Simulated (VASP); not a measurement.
Given:

```
CdSe
1.0
    0.00000     3.09509     3.09509
    3.09509     0.00000     3.09509
    3.09509     3.09509     0.00000
Cd Se
1 1
Direct
  0.00000   0.00000   0.00000
  0.25000   0.25000   0.25000
```

Calculation: modified Becke-Johnson potential (mBJ) with spin-orbit coupling, VASP's PBE PAW potentials (set 64) (plane waves; VASP). Settings: 350 eV cut-off, 6×6×6 Γ-centred mesh, Gaussian smearing of 0.050 eV, potentials Cd Se.

mBJ is a potential without an energy functional, so only the levels count.

Task: What does the run give for the band gap (over mesh and band path) with the smallest direct gap where there is one?

Result: 
```yaml
band gap (over mesh and band path): 1.74 eV
smallest direct gap (over mesh and band path): 1.74 eV
```

Only differences to runs with the same potentials and settings are physical.

The compound is CdSe in the zinc blende structure, whereas wurtzite is the usual form. It was relaxed first, which changed the volume by +7 %. The cell's shape comes from a PBE relaxation.
